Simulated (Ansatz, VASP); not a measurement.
# ZrSeS: VASP beside Ansatz

Wanted: the spread between two codes on one cell, functional and k mesh. Of the first pair: The structure shown is the start of the Ansatz relaxation below; VASP solves that cell, so the two are compared at the walk's first step.

Main program and level: Ansatz 0.2.0; plane waves, with VASP 6.6.1 beside it; PBEsol.

## (1) The structure

The cell holds 3 atoms: 1 Zr, 1 S and 1 Se. Cell: a = 3.685 Å, b = 3.741 Å, c = 30.000 Å, α = 90.0°, β = 90.0°, γ = 119.5°. Vacuum lies along c.

## (2) Ansatz: relaxation, PBEsol

Ansatz runs on its PAW soft_1 files.

The two programs are compared at the cell with which this relaxation starts, whose forces are those of its first step.

File input.yaml:

```yaml
crystal:
  lattice:
    - [3.685334151, 0.0, 0.0]
    - [-1.8426670755, 3.2554248562, 0.0]
    - [0.0, 0.0, 30.0]
  atoms:
    - { symbol: Zr, position: [0.0001931484, 0.0003862968, 0.3349468841] }
    - { symbol: S, position: [0.3324699927, 0.6649399853, 0.3809593992] }
    - { symbol: Se, position: [0.6673368589, 0.3346737179, 0.2807603835] }
  periodic: [true, true, false]
kpoints:
  mp_grid: { grid: [12, 12, 1] }
hamiltonian:
  xc: pbesol
  pseudopotentials: { kind: paw, azcp: { folder: soft_1 }, xc_functional: pbe }
scf:
  occupations: { method: gaussian, width: 0.02 }
output:
  forces: true
  stress: true
  eigenvalues: true
relax:
  adjacent_minimum: "off"
  f_tol: 0.001
  max_steps: 60
```

Command:

```bash
ansatz run input.yaml --threads 4 --pin off --max-ram 16384MiB --backend cpu --events-out ev --progress --plain --runs-dir out
```

Numbers of over 12 decimals in the logs are rounded to 6 here.

The log of the run:

```text
Warning: output.stress: scf.convergence.dr2_threshold = 1e-9 eV (the default of a walk held to its f_tol) is looser than the 3e-10 eV advised for a printed stress (1e-10 eV for each atom of the cell: 3). What an SCF threshold leaves in a stress goes as its square root, and in the free energy as the threshold itself, and one threshold admits the most on a small cell: [figures from the program's tests cut] Every solve  [...]
Engine: ansatz 0.2.0, aarch64-unknown-linux-gnu
Pseudopotentials: kind: paw
Pseudopotential: Zr, paw, valence charge 12, recommended cutoff 420 eV (normal), soft_1/Zr.paw.azcp
Pseudopotential: S, paw, valence charge 6, recommended cutoff 420 eV (normal), soft_1/S.paw.azcp
Pseudopotential: Se, paw, valence charge 16, recommended cutoff 420 eV (normal), soft_1/Se.paw.azcp
Functional definition: PBEsol
  exchange = pbesol_x
  correlation = pbesol_c
Crystal: 3 atoms, lattice volume = 359.920 Å³
Basis set: ecut = 420 eV, 7057 PW (Γ), exchange–correlation on 50×54×432 points (8 copies of the dense FFT grid, shifted against one another)
Bands: 21, of which v1, the nominal top of the filled ones, is band 17 counted from 1 (16 counted from 0)
Symmetry: 2 space group operations
Space group: Cm (ITA 8), of the structure as read, at distance tolerance 7.1e-5 Å
k-points: 43 of 144 (time reversal used)
Non-local potential: Zr, projectors of the file, l = 0: 3, l = 1: 2, l = 2: 2, l = 3: 1
Non-local potential: S, projectors of the file, l = 0: 2, l = 1: 2, l = 2: 1
Non-local potential: Se, projectors of the file, l = 0: 2, l = 1: 2, l = 2: 3, l = 3: 1
PAW form: soft (Blöchl's): semilocal exchange-correlation on the pseudo side does not see the compensation charge
PAW frozen core: Zr, regenerated for the run's functional, and the local potential with it (the file was generated under x = pbe(κ = 0.804, μ = 0.219515), c = pbe(β = 0.066725))
PAW frozen core: S, regenerated for the run's functional, and the local potential with it (the file was generated under x = pbe(κ = 0.804, μ = 0.219515), c = pbe(β = 0.066725))
PAW frozen core: Se, regenerated for the run's functional, and the local potential with it (the file was generated under x = pbe(κ = 0.804, μ = 0.219515), c = pbe(β = 0.066725))
PAW one-centre angular grid: Zr, 590 points (default); XC on 64 Gauss nodes
PAW one-centre angular grid: S, 110 points (default); XC on 64 Gauss nodes
PAW one-centre angular grid: Se, 590 points (default); XC on 64 Gauss nodes
Initial density: superposition of atomic densities (neutral atoms: chi_scale 0, normalization atom)
Initial wavefunctions: pseudopotential atomic-orbital guess
Functional: x = pbesol(κ = 0.804, μ = 0.123457), c = pbesol(β = 0.046)
SCF iter   1: F=—  HF=-10442.754626 eV  |F-HF|=—  |Δ(HF+E_count)|=         —  Δρ=1.93e-2  dr2=2.13e0  ethr=3.10e-3  ⟨swp⟩=15.8  Hψ=7534  notcnv=0
preconditioner: auto → none  [insulator: Δε(μ)=1.268 eV  Ē_g=8.210 eV  σ=0.020 eV  W_gap=1.00  n_scr=16 (ndim 8)  ℏωp=7.8 eV  f_vac=0.765  D(μ)=0.00/eV (n_scr^D=0)  ε∞_Penn≈1.9]
SCF iter   2: F=—  HF=-10442.193745 eV  |F-HF|=—  |Δ(HF+E_count)|=   5.61e-1  Δρ=9.81e-3  dr2=5.46e-1  ethr=3.10e-3  ⟨swp⟩=4.5  Hψ=2602  notcnv=0
SCF iter   3: F=—  HF=-10442.144785 eV  |F-HF|=—  |Δ(HF+E_count)|=   4.90e-2  Δρ=5.79e-3  dr2=3.05e-1  ethr=1.61e-3  ⟨swp⟩=4.2  Hψ=2083  notcnv=0
SCF iter   4: F=—  HF=-10442.095906 eV  |F-HF|=—  |Δ(HF+E_count)|=   4.89e-2  Δρ=2.76e-3  dr2=2.97e-2  ethr=8.96e-4  ⟨swp⟩=3.1  Hψ=1581  notcnv=0
SCF iter   5: F=—  HF=-10442.095295 eV  |F-HF|=—  |Δ(HF+E_count)|=   6.11e-4  Δρ=1.19e-3  dr2=4.20e-2  ethr=8.75e-5  ⟨swp⟩=4.2  Hψ=1915  notcnv=0
SCF iter   6: F=—  HF=-10442.091259 eV  |F-HF|=—  |Δ(HF+E_count)|=   4.04e-3  Δρ=3.15e-4  dr2=1.00e-3  ethr=8.75e-5  ⟨swp⟩=3.2  Hψ=1500  notcnv=0
SCF iter   7: F=—  HF=-10442.091016 eV  |F-HF|=—  |Δ(HF+E_count)|=   2.42e-4  Δρ=1.19e-4  dr2=1.57e-4  ethr=2.94e-6  ⟨swp⟩=3.4  Hψ=1746  notcnv=0
[...]
preconditioner: auto → none  [insulator: Δε(μ)=0.633 eV  Ē_g=7.604 eV  σ=0.020 eV  W_gap=1.00  n_scr=16 (ndim 8)  ℏωp=7.8 eV  f_vac=0.776  D(μ)=0.00/eV (n_scr^D=0)  ε∞_Penn≈2.1]
SCF iter   2: F=—  HF=-10442.092704 eV  |F-HF|=—  |Δ(HF+E_count)|=   4.44e-4  Δρ=4.99e-4  dr2=5.49e-3  ethr=4.90e-6  ⟨swp⟩=3.3  Hψ=2174  notcnv=0  recentre
SCF iter   3: F=—  HF=-10442.092002 eV  |F-HF|=—  |Δ(HF+E_count)|=   7.02e-4  Δρ=1.76e-4  dr2=6.24e-4  ethr=4.90e-6  ⟨swp⟩=2.9  Hψ=1644  notcnv=0  defer=1
SCF iter   4: F=—  HF=-10442.091934 eV  |F-HF|=—  |Δ(HF+E_count)|=   6.87e-5  Δρ=1.09e-4  dr2=5.49e-5  ethr=1.83e-6  ⟨swp⟩=2.8  Hψ=1294  notcnv=0
SCF iter   5: F=—  HF=-10442.091999 eV  |F-HF|=—  |Δ(HF+E_count)|=   6.57e-5  Δρ=3.42e-5  dr2=2.88e-6  ethr=1.61e-7  ⟨swp⟩=3.4  Hψ=1552  notcnv=0
SCF iter   6: F=—  HF=-10442.091999 eV  |F-HF|=—  |Δ(HF+E_count)|=   1.21e-7  Δρ=1.20e-5  dr2=7.19e-7  ethr=8.48e-9  ⟨swp⟩=3.7  Hψ=1891  notcnv=0
SCF iter   7: F=-10442.091999 eV  HF=-10442.091999 eV  |F-HF|=4.14e-9  |Δ(HF+E_count)|=   1.82e-8  Δρ=3.56e-6  dr2=1.64e-8  ethr=2.94e-10  ⟨swp⟩=7.8  Hψ=5667  notcnv=0
SCF 3 converged in 7 iterations: F = -10442.091999 eV  dr2 = 1.64e-8
relax step   3: F+E_penalty+E_count = -10442.09199938 eV  Δ(F+E_penalty+E_count) = -9.225e-4 eV  max|allowed force component| = 9.040e-3 eV/Å  Δτ_max = 0.0098 Å  (7 SCF iters, dr2 threshold 1.00e-7 eV, accepted)
[...]
relax step   4: F+E_penalty+E_count = -10442.09200654 eV  Δ(F+E_penalty+E_count) = -7.159e-6 eV  max|allowed force component| = 5.293e-3 eV/Å  Δτ_max = 0.0008 Å  (6 SCF iters, dr2 threshold 5.11e-9 eV, accepted)
[...]
relax step   5: F+E_penalty+E_count = -10442.09201050 eV  Δ(F+E_penalty+E_count) = -3.962e-6 eV  max|allowed force component| = 2.354e-3 eV/Å  Δτ_max = 0.0007 Å  (6 SCF iters, accepted)
[...]
relax step   6: F+E_penalty+E_count = -10442.09199571 eV  Δ(F+E_penalty+E_count) = +1.480e-5 eV  max|allowed force component| = 9.622e-3 eV/Å  Δτ_max = 0.0022 Å  (7 SCF iters, rejected (line search))
[...]
relax step   7: F+E_penalty+E_count = -10442.09201147 eV  Δ(F+E_penalty+E_count) = -9.620e-7 eV  max|allowed force component| = 6.266e-5 eV/Å  Δτ_max = 0.0005 Å  (7 SCF iters, accepted)
SCF converged after 7 iterations
Free energy (F): -10442.092011 eV
Harris-Foulkes:  -10442.092011 eV  (|F-HF|=2.49e-10)
Internal energy: -10442.092011 eV  (E = F + TS)
E sigma→0 (E₀):  -10442.092011 eV
Fermi energy:    -5.500267 eV
--- Per-component energies (eV) ---
  E_band       = -1004.556952
  E_kinetic    = 531.705903
  E_local      = -56485.074862  (includes V_loc(G=0)·N_el)
  E_nonlocal   = -243.758342
  E_hartree    = 27920.873440
  E_xc         = -326.442980
  E_vxc        = -355.427227  (∫ρ·V_xc dr)
  E_paw        = -5587.912248  (= ΣΔE_a)
  E_vpaw       = -293.747937  (= ΣTr[D̂ρ^β])
  E_aug_tail   = -0.000398  (compensation charges beyond the density's cutoff)
  E_ewald      = 23747.281352
  E_core_change = 1.236122  (= ΣΔE_core)
  E_smearing   = -0.000000  (= −TS)
  E_closure    = 0.000000  (closes the sum)
  Σ components = -10442.092011   (vs F -10442.092011, Δ=0.00e0)
--- Forces (eV/Å), atoms counted from 1 ---
  atom   1  Zr    -0.00000000     0.00006294     0.00003674
  atom   2  S     -0.00000000     0.00000010    -0.00001499
  atom   3  Se     0.00000000    -0.00006218    -0.00002767
  max |Σ_I F_I| component: 5.92e-6 eV/Å
--- 2D stress c σ (N/m, compression-positive) ---
       -0.269498       0.000000       0.000000
        0.000000      -1.389070       0.000000
        0.000000       0.000000       0.000000
  P = ½ c Tr σ = -0.8293 N/m
--- Band table (eV; the first three rows and the last of 43) ---
  k-point 0: bands = [... 13 lower, -8.7347, -7.0006, -5.9240, -5.8109, -4.7212, -4.5773, -3.7845, -1.0392]
  k-point 1: bands = [... 13 lower, -8.6968, -6.8661, -6.4567, -6.0456, -4.6177, -4.3041, -3.6392, -1.4932]
  k-point 2: bands = [... 13 lower, -8.6041, -7.4948, -6.5809, -6.4285, -4.6852, -3.8266, -3.3523, -1.9238]
  k-point 42: bands = [... 13 lower, -8.7400, -8.1702, -8.0645, -7.2570, -4.1257, -3.5630, -2.7689, -1.6626]
--- Relaxed structure (7 steps of the walk, 5 accepted, 0 SCFs on fresh bases) ---
  F+E_penalty+E_count = -10442.09201147 eV   max|allowed force component| = 6.266e-5 eV/Å
  cell:  # Å, volume = 359.9199 Å³
    - [3.685334151, 0.0, 0.0]
    - [-1.8426670755, 3.2554248562, 0.0]
    - [0.0, 0.0, 30.0]
  atoms:
    - { symbol: Zr, position: [0.000392332, 0.000784664, 0.334967] }
    - { symbol: S, position: [0.331669, 0.663337, 0.380658] }
    - { symbol: Se, position: [0.667939, 0.335878, 0.281041] }
```

## (3) VASP: single point, PBEsol, start cell, pair 1

The same cell, functional, mesh and smearing now go to VASP, with its own data sets.

Lines of VASP's logs that name or quote its potential files are left out, and so is its time.

File INCAR:

```
SYSTEM = ZrSeS
PREC = Accurate
ENCUT = 400
EDIFF = 1E-06
NELM = 120
ISMEAR = 0
SIGMA = 0.02
LREAL = .FALSE.
ALGO = Normal
GGA = PS
NBANDS = 18
LASPH = .TRUE.
LORBIT = 11
LWAVE = .FALSE.
LCHARG = .FALSE.
ISIF = 2
LDIPOL = .TRUE.
IDIPOL = 3
DIPOL = 0.5 0.5 0.332
LVHAR = .TRUE.
GGA_COMPAT = .FALSE.
EFERMI = MIDGAP
NELMDL = -8
KPAR = 2
```

File POSCAR:

```
ZrSeS
1.0
    3.6853341510      0.0000000000      0.0000000000
   -1.8426670755      3.2554248562      0.0000000000
    0.0000000000      0.0000000000     30.0000000000
Zr S Se
1 1 1
Direct
    0.0001932159      0.0003864319      0.3349469000
    0.3324699686      0.6649399374      0.3809594000
    0.6673368374      0.3346736749      0.2807604000
```

File KPOINTS:

```
Automatic mesh
0
Gamma
12 12 1
0 0 0
```

PAW data sets: Zr_sv, S and Se (PBE family, release 64).

Command:

```bash
mpirun -np 2 vasp_std
```

The log of the run:

```text
[banner, memory and clock lines left out]
running    2 mpi-ranks, on    1 nodes
 distrk:  each k-point on    1 cores,    2 groups
 distr:  one band on    1 cores,    1 groups

 POSCAR found type information on POSCAR ZrS Se
 POSCAR found :  3 types and       3 ions
|                                                                             |
|               ----> ADVICE to this user running VASP <----                  |
|                                                                             |
|     You enforced a specific xc type in the INCAR file but a different       |
|     [... a line on the potential file left out ...]
|     I HOPE YOU KNOW WHAT YOU ARE DOING!                                     |
|                                                                             |

 LDA part: xc-table for (Slater+PW92), standard interpolation
 POSCAR, INCAR and KPOINTS ok, starting setup
 FFT: planning ... GRIDC
 FFT: planning ... GRID_SOFT
 FFT: planning ... GRID
 WAVECAR not read
 entering main loop
       N       E                     dE             d eps       ncg     rms          rms(c)
DAV:   1     0.144372070902E+03    0.14437E+03   -0.90264E+03  2068   0.785E+02
DAV:   2    -0.458600945632E+01   -0.14896E+03   -0.14523E+03  2108   0.195E+02
DAV:   3    -0.230168715600E+02   -0.18431E+02   -0.18359E+02  2930   0.621E+01
DAV:   4    -0.234623109259E+02   -0.44544E+00   -0.44463E+00  2176   0.936E+00
DAV:   5    -0.234833463792E+02   -0.21035E-01   -0.21027E-01  2584   0.163E+00
DAV:   6    -0.234836158220E+02   -0.26944E-03   -0.26939E-03  2194   0.219E-01
DAV:   7    -0.234836246271E+02   -0.88051E-05   -0.88048E-05  2544   0.324E-02
DAV:   8    -0.234836248316E+02   -0.20447E-06   -0.20447E-06  2020   0.522E-03    0.151E+01
DAV:   9    -0.217194274603E+02    0.17642E+01   -0.59823E+00  1704   0.135E+01    0.664E+00
DAV:  10    -0.216342389067E+02    0.85189E-01   -0.62237E-01  2282   0.422E+00    0.246E+00
DAV:  11    -0.216317316444E+02    0.25073E-02   -0.76571E-02  2096   0.165E+00    0.652E-01
DAV:  12    -0.216298868589E+02    0.18448E-02   -0.87915E-03  2038   0.670E-01    0.285E-01
DAV:  13    -0.216292953558E+02    0.59150E-03   -0.13471E-03  2160   0.237E-01    0.109E-01
DAV:  14    -0.216290694225E+02    0.22593E-03   -0.20802E-04  2280   0.775E-02    0.416E-02
[...]
DAV:  20    -0.216295634725E+02   -0.38367E-04   -0.98544E-07  1724   0.378E-03    0.135E-03
DAV:  21    -0.216295786794E+02   -0.15207E-04   -0.17465E-06  1826   0.346E-03    0.162E-03
DAV:  22    -0.216295932009E+02   -0.14521E-04   -0.27539E-07  1560   0.179E-03    0.426E-04
DAV:  23    -0.216296048399E+02   -0.11639E-04   -0.36209E-07  1560   0.154E-03    0.558E-04
DAV:  24    -0.216296106419E+02   -0.58020E-05   -0.18869E-07  1552   0.106E-03    0.300E-04
DAV:  25    -0.216296129859E+02   -0.23439E-05   -0.45850E-08  1508   0.566E-04    0.148E-04
DAV:  26    -0.216296143587E+02   -0.13729E-05   -0.22626E-08  1372   0.405E-04    0.238E-04
DAV:  27    -0.216296148054E+02   -0.44669E-06   -0.32084E-09  1312   0.218E-04
   1 F= -.21629615E+02 E0= -.21629615E+02  d E =-.439922-102
```

From OUTCAR (step 3):

```text
ion  position               nearest neighbor table
   1  0.000  0.000  0.335-   2 2.55   2 2.55   2 2.57   3 2.69   3 2.69   3 2.71
   2  0.332  0.665  0.381-   1 2.55   1 2.55   1 2.57
   3  0.667  0.335  0.281-   1 2.69   1 2.69   1 2.71

  LATTYP: Found a base centered orthorhombic cell.
 ALAT       =     3.6853341510
 B/A-ratio  =     1.7666918238
 C/A-ratio  =     8.1403744602

 Subroutine GETGRP returns: Found  2 space group operations
 (whereof  2 operations were pure point group operations)

The static configuration has the point symmetry C_1h.

 Found     43 irreducible k-points:

   k-points           NKPTS =     43   k-points in BZ     NKDIM =     43   number of bands    NBANDS=     18

   dimension x,y,z NGX =    24 NGY =   24 NGZ =  196
   dimension x,y,z NGXF=    48 NGYF=   48 NGZF=  392

   ENCUT  =  400.0 eV  29.40 Ry    5.42 a.u.   6.01  6.10 48.92*2*pi/ulx,y,z

   NELECT =      24.0000    total number of electrons

 k-points in reciprocal lattice and weights: Automatic mesh
   0.00000000  0.00000000  0.00000000       0.007
   0.08333333  0.00000000  0.00000000       0.028
   0.16666667  0.00000000  0.00000000       0.028
   0.25000000  0.00000000  0.00000000       0.028
   0.33333333  0.00000000  0.00000000       0.028
   0.41666667  0.00000000  0.00000000       0.028
   0.50000000  0.00000000  0.00000000       0.014
   0.00000000  0.08333333  0.00000000       0.014
   0.08333333  0.08333333  0.00000000       0.028
[...]
0.16666667  0.41666667  0.00000000       0.014
   0.00000000  0.50000000  0.00000000       0.007

 dipolmoment           0.000000      0.000000     -0.004500 electrons x Angstroem

 average (electrostatic) potential at core
       1 -87.6959       2 -94.6633       3 -60.9056

 E-fermi :  -3.4292

 k-point     1 :       0.0000    0.0000    0.0000
  band No.  band energies     occupation
    ...
      8      -6.7382      2.00000
      9      -6.6280      2.00000
     10      -4.9329      2.00000
     11      -3.8421      2.00000
     12      -3.7305      2.00000
     13      -2.6356      0.00000
     14      -2.5023      0.00000
     15      -1.7388      0.00000
     16       0.9868      0.00000
     17       1.0655      0.00000
    ...

 k-point     2 :       0.0833    0.0000    0.0000
  band No.  band energies     occupation
    ...
      8      -6.8338      2.00000
      9      -6.6647      2.00000
     10      -4.7800      2.00000
     11      -4.2970      2.00000
     12      -4.0627      2.00000
     13      -2.4677      0.00000
     14      -2.3059      0.00000
     15      -1.5987      0.00000
     16       0.5949      0.00000
     17       0.9595      0.00000
    ...

 k-point     3 :       0.1667    0.0000    0.0000
  band No.  band energies     occupation
    ...
      8      -7.1213      2.00000
      9      -6.5838      2.00000
     10      -5.3520      2.00000
     11      -4.4850      2.00000
     12      -4.4650      2.00000
     13      -2.5500      0.00000
     14      -1.8200      0.00000
     15      -1.3274      0.00000
     16       0.1808      0.00000
     17       0.8821      0.00000
    ...

  Total       -0.3120677     -1.2120284     -0.2431161      0.0000000     -0.0881530      0.0000000
  in kB       -1.3891643     -5.3953245     -1.0822272      0.0000000     -0.3924115      0.0000000
  external PRESSURE =      -2.6222387 kB  Pullay stress =       0.0000000 kB

  energy-cutoff  :      400.00
  volume of cell :      359.92
      direct lattice vectors                 reciprocal lattice vectors
     3.685334151  0.000000000  0.000000000     0.271345815  0.153589784  0.000000000
    -1.842667076  3.255424856  0.000000000     0.000000000  0.307179568  0.000000000
     0.000000000  0.000000000 30.000000000     0.000000000  0.000000000  0.033333333

 POSITION                                       TOTAL-FORCE (eV/Angst)
 -----------------------------------------------------------------------------------
     -0.00000      0.00126     10.04841        -0.000000      0.011938      0.014664
     -0.00000      2.16466     11.42878        -0.000000     -0.035911     -0.074224
      1.84267      1.08950      8.42281         0.000000      0.023974      0.059559
 -----------------------------------------------------------------------------------
    total drift:                                0.000000     -0.000004     -0.000110

  FREE ENERGIE OF THE ION-ELECTRON SYSTEM (eV)
  ---------------------------------------------------
  free  energy   TOTEN  =       -21.6296148054 eV

  energy  without entropy=      -21.6296148054  energy(sigma->0) =      -21.62961481

 vacuum level on the upper side and lower side of the slab         2.036         2.104

 total charge
# of ion       s       p       d       tot
------------------------------------------
    1        2.174   6.013   1.465   9.652
    2        1.337   2.399   0.000   3.736
    3        1.465   2.387   0.027   3.880
--------------------------------------------------
tot          4.975  10.800   1.492  17.267

[... 3 further parts left out ...]
```

The run ends at a pressure of -0.26 GPa, with forces up to 0.082 eV/Å.

## (4) Side by side

Known differences besides the potentials themselves: Ansatz cuts the interaction across the vacuum, VASP repeats the sheet with a dipole correction (LDIPOL); the data sets hold 34 valence electrons in Ansatz (on its PAW soft_1 files) and 24 in VASP; the cutoff is 420 eV in Ansatz and 400 eV in VASP; Ansatz makes its cores anew for this functional, VASP keeps those of its PBE data sets. Total energies have different zeros and are not compared.

Forces (eV/Å; atoms numbered as in POSCAR):

| atom | Ansatz x, y, z | VASP x, y, z |
| --- | --- | --- |
| Zr1 | 0.000, 0.012, 0.010 | 0.000, 0.012, 0.015 |
| S2 | 0.000, -0.035, -0.094 | 0.000, -0.036, -0.074 |
| Se3 | 0.000, 0.023, 0.085 | 0.000, 0.024, 0.060 |

The forces differ by 11 meV/Å r.m.s., which is 31.0 % of the r.m.s. force of 0.035 eV/Å (both taken over all components). Where the cell holds vacuum, a pressure given here is an average over it and none of the material.

## (5) Ansatz: relaxation, PBEsol

This run makes the geometry at which the two programs are then compared.

The structure compared here is the end of the Ansatz relaxation.

This is the run of step 2 again, met here at its other cell.

(Part 1 of 2 ends here.)

[Lines on the potential files, build, host, timing and source positions are cut from VASP's logs without a mark.]

[Logs are printed without paths, hosts, clocks, repeated set-up lines and the standing remarks that a program may print on its own settings, such as how far it seeks lower states.]

[Hosts, paths, dates, database ids (printed as entryN), source tags and the programs' standing remarks are cut or masked in the printed files.]
